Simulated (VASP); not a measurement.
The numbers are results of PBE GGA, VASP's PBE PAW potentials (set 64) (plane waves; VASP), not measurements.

VASP input:

INCAR:
```
ALGO=Normal
EDIFF=1E-6
ENCUT=300
GGA=PE
ISIF=2
ISMEAR=0
LASPH=.TRUE.
LCHARG=.FALSE.
LREAL=.FALSE.
LWAVE=.FALSE.
NELM=100
PREC=Accurate
SIGMA=0.01
SYSTEM=Na2S
```

### KPOINTS
```
K-points
0
G
 7 7 7
0 0 0
```

**POSCAR**
```
Na2S
1
    0.0000000000     3.2540290000     3.2540290000
    3.2540290000     0.0000000000     3.2540290000
    3.2540290000     3.2540290000     0.0000000000
Na S
2 1
Direct
  0.2500000000   0.2500000000   0.2500000000
  0.7500000000   0.7500000000   0.7500000000
  0.0000000000   0.0000000000   0.0000000000
```

POTCAR, in this order: Na_pv S (PBE.64 set). Program: vasp_std.

Predict the energy per atom (σ→0), band gap (on the k-mesh).

```json
{
 "energy per atom (σ→0)": "-3.323 eV/atom",
 "band gap (on the k-mesh)": "2.53 eV"
}
```

OSZICAR:
```
...
DAV:   8    -0.996873991596E+01   -0.87767E-02   -0.17758E-02   584   0.126E+00    0.563E-01
DAV:   9    -0.996873187825E+01    0.80377E-05   -0.76659E-04   734   0.234E-01    0.366E-01
DAV:  10    -0.997039769177E+01   -0.16658E-02   -0.29023E-03   572   0.339E-01    0.964E-02
DAV:  11    -0.997044140521E+01   -0.43713E-04   -0.15323E-04   650   0.120E-01    0.284E-02
DAV:  12    -0.997045518809E+01   -0.13783E-04   -0.56875E-05   590   0.386E-02    0.198E-02
DAV:  13    -0.997045372614E+01    0.14619E-05   -0.73481E-06   686   0.133E-02    0.207E-03
DAV:  14    -0.997045371143E+01    0.14705E-07   -0.30734E-07   460   0.460E-03
   1 F= -.99704537E+01 E0= -.99704537E+01  d E =-.124192E-25
```

The structure comes from a computed database's Na2S entry; how it stands against other phases isn't given here. The cell was not relaxed at this level.
